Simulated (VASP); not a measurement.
These are PBE GGA, VASP's PBE PAW potentials (set 64) (plane waves; VASP) values and carry that method's errors.

A VASP calculation is set up with these files.

### INCAR
```
ALGO  =  Normal
EDIFF  =  1E-7
ENCUT  =  400
GGA  =  PE
GGA_COMPAT  =  .FALSE.
ISMEAR  =  -5
ISPIN  =  2
LASPH  =  .TRUE.
LCHARG  =  .TRUE.
LMAXMIX  =  6
LORBIT  =  10
LREAL  =  .FALSE.
LWAVE  =  .FALSE.
MAGMOM  =  2.9 0.3
NELM  =  100
PREC  =  Accurate
SYSTEM  =  FePt
```

KPOINTS:
```
Automatic mesh
0
Gamma
15 15 11
0 0 0
```

File POSCAR:
```
FePt
1
    2.7279413163    -0.0000000000     0.0000000000
   -0.0000000000     2.7279413163     0.0000000000
    0.0000000000    -0.0000000000     3.7570430156
Fe Pt
1 1
Direct
  0.0000000000   0.0000000000   0.0000000000
  0.5000000000   0.5000000000   0.5000000000
```

POTCAR, in this order: Fe Pt (PBE.64 set). Program: vasp_std.

What VASP printed:

**OSZICAR**
```
       N       E                     dE             d eps       ncg     rms          rms(c)
DAV:   1     0.775948389974E+02    0.77595E+02   -0.74451E+03 13614   0.108E+03
DAV:   2    -0.135702320943E+02   -0.91165E+02   -0.81537E+02 13289   0.229E+02
DAV:   3    -0.161740610655E+02   -0.26038E+01   -0.25379E+01 16278   0.468E+01
DAV:   4    -0.162021488291E+02   -0.28088E-01   -0.28123E-01 14885   0.422E+00
DAV:   5    -0.162028929901E+02   -0.74416E-03   -0.74548E-03 17176   0.779E-01    0.164E+01
DAV:   6    -0.175912623036E+02   -0.13884E+01   -0.15093E+01 14037   0.850E+01    0.251E+01
DAV:   7    -0.149103035300E+02    0.26810E+01   -0.10107E+01 16481   0.809E+01    0.852E+00
DAV:   8    -0.148926860707E+02    0.17617E-01   -0.46655E-01 15357   0.102E+01    0.418E+00
DAV:   9    -0.148161731468E+02    0.76513E-01   -0.12952E-01 19055   0.758E+00    0.171E+00
DAV:  10    -0.148066078570E+02    0.95653E-02   -0.35228E-02 19804   0.364E+00    0.690E-01
DAV:  11    -0.148059173418E+02    0.69052E-03   -0.22737E-03 17820   0.805E-01    0.269E-01
DAV:  12    -0.148057310413E+02    0.18630E-03   -0.30723E-04 17212   0.242E-01    0.611E-02
DAV:  13    -0.148057599143E+02   -0.28873E-04   -0.46125E-05 16638   0.122E-01    0.376E-02
DAV:  14    -0.148057581694E+02    0.17449E-05   -0.45475E-06 18436   0.495E-02    0.132E-02
DAV:  15    -0.148057585225E+02   -0.35311E-06   -0.19834E-06 17217   0.328E-02    0.374E-03
DAV:  16    -0.148057582093E+02    0.31327E-06   -0.31481E-07 11120   0.102E-02    0.155E-03
DAV:  17    -0.148057579156E+02    0.29368E-06   -0.57908E-08  7280   0.264E-03    0.111E-03
DAV:  18    -0.148057580837E+02   -0.16813E-06   -0.15147E-08  7012   0.301E-03    0.290E-04
DAV:  19    -0.148057581190E+02   -0.35281E-07   -0.31071E-09  6844   0.678E-04
   1 F= -.14805758E+02 E0= -.14805758E+02  d E =0.000000E+00  mag=     3.2700
```

File OUTCAR:
```
------------------------ aborting loop because EDIFF is reached ----------------------------------------
  FORCE on cell =-STRESS in cart. coord.  units (eV):
  Direction    XX          YY          ZZ          XY          YZ          ZX
  --------------------------------------------------------------------------------------
  Total       -0.0300663     -0.0300663      0.0095942      0.0000000      0.0000000      0.0000000
  in kB       -1.7229555     -1.7229555      0.5497980      0.0000000      0.0000000      0.0000000
  external PRESSURE =      -0.9653710 kB  Pullay stress =       0.0000000 kB
  volume of cell :       27.96
      direct lattice vectors                 reciprocal lattice vectors
     2.727941316  0.000000000  0.000000000     0.366576801  0.000000000  0.000000000
     0.000000000  2.727941316  0.000000000     0.000000000  0.366576801  0.000000000
     0.000000000  0.000000000  3.757043016     0.000000000  0.000000000  0.266166769
 POSITION                                       TOTAL-FORCE (eV/Angst)
 -----------------------------------------------------------------------------------
      0.00000      0.00000      0.00000         0.000000      0.000000      0.000000
      1.36397      1.36397      1.87852         0.000000      0.000000      0.000000
 -----------------------------------------------------------------------------------
    total drift:                                0.000000     -0.000000     -0.000000
  FREE ENERGIE OF THE ION-ELECTRON SYSTEM (eV)
  ---------------------------------------------------
  free  energy   TOTEN  =       -14.8057581190 eV

  energy  without entropy=      -14.8057581190  energy(sigma->0) =      -14.80575812

 total charge

# of ion       s       p       d       tot
------------------------------------------
    1        0.404   0.440   6.114   6.958
    2        0.708   0.650   8.048   9.406
--------------------------------------------------
tot          1.112   1.090  14.162  16.364

 magnetization (x)

# of ion       s       p       d       tot
------------------------------------------
    1        0.004  -0.008   2.936   2.932
    2       -0.026  -0.069   0.416   0.320
--------------------------------------------------
tot         -0.022  -0.078   3.351   3.252
```
(Selected blocks of OUTCAR.)

For a metal the tetrahedron method with Blöchl corrections gives inexact stress and forces.

The compound is FePt in the L1_0 structure. It was relaxed first.
